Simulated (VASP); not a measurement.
Output of a VASP run:

File OSZICAR:
```
       N       E                     dE             d eps       ncg     rms          rms(c)
DAV:   1     0.574642240220E+02    0.57464E+02   -0.69620E+03  3960   0.102E+03
DAV:   2    -0.177925475396E+02   -0.75257E+02   -0.72392E+02  4485   0.252E+02
DAV:   3    -0.196969649812E+02   -0.19044E+01   -0.18452E+01  5094   0.363E+01
DAV:   4    -0.197241960130E+02   -0.27231E-01   -0.27218E-01  4648   0.407E+00
DAV:   5    -0.197245886879E+02   -0.39267E-03   -0.39296E-03  5068   0.458E-01    0.165E+01
DAV:   6    -0.191045939576E+02    0.61999E+00   -0.14082E+00  4825   0.112E+01    0.759E+00
DAV:   7    -0.189903443548E+02    0.11425E+00   -0.20695E-01  4627   0.428E+00    0.217E+00
DAV:   8    -0.189805109863E+02    0.98334E-02   -0.21000E-02  4837   0.123E+00    0.239E-01
DAV:   9    -0.189798274251E+02    0.68356E-03   -0.15216E-03  4616   0.419E-01    0.951E-02
DAV:  10    -0.189797923430E+02    0.35082E-04   -0.95408E-05  4833   0.897E-02    0.391E-02
DAV:  11    -0.189797923192E+02    0.23808E-07   -0.35593E-06  4892   0.176E-02    0.122E-02
DAV:  12    -0.189797936020E+02   -0.12828E-05   -0.31252E-07  4715   0.494E-03    0.128E-03
DAV:  13    -0.189797934316E+02    0.17040E-06   -0.16138E-08  2496   0.135E-03    0.460E-04
DAV:  14    -0.189797933767E+02    0.54950E-07   -0.19267E-09  2358   0.417E-04
   1 F= -.18979793E+02 E0= -.18979793E+02  d E =0.000000E+00
```

OUTCAR:
```
------------------------ aborting loop because EDIFF is reached ----------------------------------------
  FORCE on cell =-STRESS in cart. coord.  units (eV):
  Direction    XX          YY          ZZ          XY          YZ          ZX
  --------------------------------------------------------------------------------------
  Total       -0.0788709     -0.0788710      0.0806930      0.0000000     -0.0000000      0.0000000
  in kB       -4.0312369     -4.0312378      4.1243673      0.0000005     -0.0000000      0.0000000
  external PRESSURE =      -1.3127025 kB  Pullay stress =       0.0000000 kB
  volume of cell :       31.35
      direct lattice vectors                 reciprocal lattice vectors
     3.008912183  0.000000079  0.000000000     0.332346019  0.191880090  0.000000000
    -1.504456455  2.605794662  0.000000000    -0.000000010  0.383760087  0.000000000
     0.000000000  0.000000000  3.997970151     0.000000000  0.000000000  0.250126930
 POSITION                                       TOTAL-FORCE (eV/Angst)
 -----------------------------------------------------------------------------------
      0.00000      0.00000      0.00000         0.000000     -0.000000      0.000000
      1.50446      0.86860      1.99899        -0.000000      0.000000      0.000000
 -----------------------------------------------------------------------------------
    total drift:                               -0.000052      0.000027     -0.000000
  FREE ENERGIE OF THE ION-ELECTRON SYSTEM (eV)
  ---------------------------------------------------
  free  energy   TOTEN  =       -18.9797933767 eV

  energy  without entropy=      -18.9797933767  energy(sigma->0) =      -18.97979338

 total charge

# of ion       s       p       d       tot
------------------------------------------
    1        0.321   6.198   2.444   8.964
    2        0.774   0.878   0.000   1.652
--------------------------------------------------
tot          1.095   7.076   2.444  10.616
```
(Selected blocks of OUTCAR.)

File POSCAR:
```
TaSi
1
    3.0089121834     0.0000000789     0.0000000000
   -1.5044564551     2.6057946619    -0.0000000000
    0.0000000000    -0.0000000000     3.9979701514
Ta Si
1 1
Direct
  0.0000000000   0.0000000000   0.0000000000
  0.6666670000   0.3333330000   0.5000000000
```

### Question
Write an INCAR and KPOINTS that could have produced this output.

### Answer
Several could match; the one computed here: the input of the run itself, PBEsol GGA, plane waves, VASP's PBE PAW potentials (set 64).

### INCAR
```
! general
SYSTEM  = TaSi
PREC    = Accurate
ENCUT   = 400
LREAL   = .FALSE.   ! projection in real space or not
LASPH   = .TRUE.   ! aspherical one-centre terms

! electronic loop
EDIFF   = 1E-7   ! SCF stop (eV)
NELM    = 100   ! most electronic steps
ALGO    = Normal
LMAXMIX = 6

! smearing
ISMEAR  = -5   ! tetrahedra, Bloechl

! functional
GGA     = PS

! ions
ISIF    = 2   ! forces and stress, cell fixed

! output
LWAVE   = .FALSE.
LCHARG  = .TRUE.
LORBIT  = 11
NEDOS   = 601   ! DOS grid
```

### KPOINTS
```
Automatic mesh
0
Gamma
16 16 10
0 0 0
```

POTCAR, in this order: Ta_pv Si (PBE.64 set). Program: vasp_std.

For a metal the tetrahedron method with Blöchl corrections gives inexact stress and forces.

The structure was generated: TaSi was put into the WC type (P-6m2), which need not be its known phase. It was relaxed first, which changed the volume by -12 %. The electron count is odd and the run is not spin-polarised, which forces a metal.
